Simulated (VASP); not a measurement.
Input:

```xyz
6
Lattice="4.6800 0.0000 0.0000 0.0000 4.6800 0.0000 0.0000 0.0000 3.0870" Properties=species:S:1:pos:R:3 pbc="T T T"
Mg     4.6800     0.0000     3.0870
Mg     2.3400     2.3400     1.5435
F      1.4186     1.4186     3.0870
F      3.7586     0.9214     1.5435
F      0.9214     3.7586     1.5435
F      3.2613     3.2613     0.0000
```

All values below come from PBE GGA, VASP's PBE PAW potentials (set 64) (plane waves; VASP). Settings: 520 eV cut-off, 6×6×9 Γ-centred mesh, Gaussian smearing of 0.010 eV, potentials Mg F.

Q: Estimate the energy per atom (σ→0), band gap (on the k-mesh) with the smallest direct gap where there is one.

A: 
- band gap (on the k-mesh) = 6.85 eV
- smallest direct gap (on the k-mesh) = 6.85 eV
- energy per atom (σ→0) = -5.257 eV/atom

The absolute energy has meaning only against runs of the same code, potentials and settings.

The compound is MgF2 in the rutile structure. It was relaxed first.
